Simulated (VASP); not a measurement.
# Sc: stress against strain

Sc (hcp, P6_3/mmc, 24.594 Å³/atom and stress up to 0.10 GPa in the relaxed cell, c along z) under an equal strain ε along x and y, with z held. PBE in VASP (plane waves, PAW), 480 eV, 18×18×8 Γ-centred mesh, Methfessel-Paxton smearing 0.10 eV; ions are relaxed, or left where forces stay under 0.02 eV/Å, within the symmetry of each cell. Stress is positive for a compressed cell.

Here s stands for strain and y for stress xx.

| strain (%) | stress xx (GPa) |
|---|---|
| -1.50 | 2.31 |
| -1.00 | 1.55 |
| -0.50 | 0.81 |
| 0.00 | 0.10 |
| 0.50 | -0.58 |
| 1.00 | -1.24 |
| 1.50 | -1.87 |
| 3.00 | ? |

Taking a straight line for y over the 7 complete rows: Means: s 0, y 0.154. About the means, the sum of products is -9.7550 and the sum of squares of s is 7.0000; the slope is their ratio. Least squares gives y = 0.154 - 1.3936·s. Residuals (row less fit): 0.066, 0.002, -0.041, -0.054, -0.037, 0.000, 0.066; standard error 0.054 (degrees of freedom: 5). The slope gives the elastic constants C11 + C12 = about 140 GPa.

### Question
Predict the withheld y at s = 3.00 from the fit, and compare with the calculation.

### Answer
y = 0.154 - 1.3936 × 3.0 = -4.027 GPa. The calculation gives -3.59 GPa, 0.437 GPa above the prediction (7.4 % of the range of y in the table). The row lies outside the fitted rows, so this is an extrapolation. From the scatter of the fitted rows alone, a prediction at this place has a standard error of 0.084 GPa, so the miss is 5.2 times that.

A polynomial of degree 2 through the 12 other runs of the series gives -3.58 there, so most of the miss is curvature that the fit leaves out. In a metal these values are sensitive to mesh and smearing; energies are taken to zero smearing, stresses follow the free energy. The runs aren't spin-polarised. Rows are the converged runs of the series near zero and its far end, less any whose ions stayed unrelaxed beside relaxed ones; series whose fitted rows scatter by over a few per cent of the range, as at a crossing or softening among them, aren't shown in this form. Most that stay on the fit to the last digits aren't either.
